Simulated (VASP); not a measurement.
An input for Ansatz (written as the equivalent of a VASP run, and not itself run):

Ansatz 0.2 input:
```yaml
crystal:
  lattice:
    - [0.0000000, 3.2594032, 3.2594032]
    - [3.2594032, 0.0000000, 3.2594032]
    - [3.2594032, 3.2594032, 0.0000000]
  atoms:
    - { symbol: Hg, position: [0.0000000, 0.0000000, 0.0000000] }
    - { symbol: Te, position: [0.2500000, 0.2500000, 0.2500000] }
kpoints:
  mp_grid: { grid: [6, 6, 6] }
hamiltonian:
  xc: pbe0
  pseudopotentials: { kind: paw }
scf:
  occupations: { method: gaussian, width: 0.05 }
  max_iter: 60
output: { forces: true, stress: true, eigenvalues: true }
```

**Question.** Translate this input to VASP (INCAR, KPOINTS, POSCAR, choice of POTCAR).

**Answer.** Several could match; the one computed here: 
File KPOINTS:
```
Automatic mesh
0
Gamma
6 6 6
0 0 0
```

INCAR:
```
! general
SYSTEM    =  HgTe
PREC      =  Accurate
ENCUT     =  520   ! plane-wave cut-off (eV)
LREAL     =  .False.   ! projection in real space or not
LASPH     =  .True.   ! aspherical one-centre terms
ISYM      =  3

! electronic loop
EDIFF     =  1E-6   ! SCF stop (eV)
NELM      =  60   ! most electronic steps
ALGO      =  Normal   ! blocked Davidson
LMAXMIX   =  6   ! l cut-off of mixed one-centre charges

! smearing
ISMEAR    =  0
SIGMA     =  0.05

! functional
GGA       =  PE   ! PBE
LHFCALC   =  .True.
AEXX      =  0.25
HFRCUT    =  -1
PRECFOCK  =  Fast

! ions
ISIF      =  2   ! forces and stress, cell fixed

! output
LWAVE     =  .False.
LCHARG    =  .False.
```

**POSCAR**
```
HgTe
1
    0.0000000000     3.2594032065     3.2594032065
    3.2594032065     0.0000000000     3.2594032065
    3.2594032065     3.2594032065     0.0000000000
Hg Te
1 1
Direct
  0.0000000000   0.0000000000   0.0000000000
  0.2500000000   0.2500000000   0.2500000000
```

POTCAR, in this order: Hg Te (PBE.64 set). Program: vasp_std. Read from the step before: WAVECAR.

Limits of the translation: each code has its own PAW files, so the cut-off isn't converted (ENCUT is set for VASP's; basis.ecutwfc is left out, and Ansatz then takes the one that its files recommend); Ansatz stops its SCF on the density residual and VASP on the energy change (EDIFF).

The compound is HgTe in the zinc blende structure. This cell is one point of a volume scan, at 0.94 of the reference volume.
